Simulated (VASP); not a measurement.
Consider the following.

```
CELL_PARAMETERS angstrom
     -2.51746     2.51746     2.51746
      2.51746    -2.51746     2.51746
      2.51746     2.51746    -2.51746
ATOMIC_POSITIONS crystal
  Ba 0.00000 0.00000 0.00000
```

Method: r2SCAN+rVV10, VASP's PBE PAW potentials (set 64) (plane waves; VASP). Run with 520 eV cut-off, 12×12×12 Γ-centred mesh, tetrahedra with Blöchl corrections, potentials Ba_sv.

Unless said otherwise, spin-orbit coupling is left out, though it shifts the bands of the heavy elements here.

Problem. Predict the energy per atom (σ→0), band gap (over mesh and band path) with the smallest direct gap where there is one.

Solution. 
```json
{
 "band gap (over mesh and band path)": "none (metal, semimetal or under 0.01 eV)",
 "energy per atom (σ→0)": "-26.193 eV/atom"
}
```

Only differences to runs with the same potentials and settings are physical.

The compound is Ba in the bcc structure. It was relaxed first.
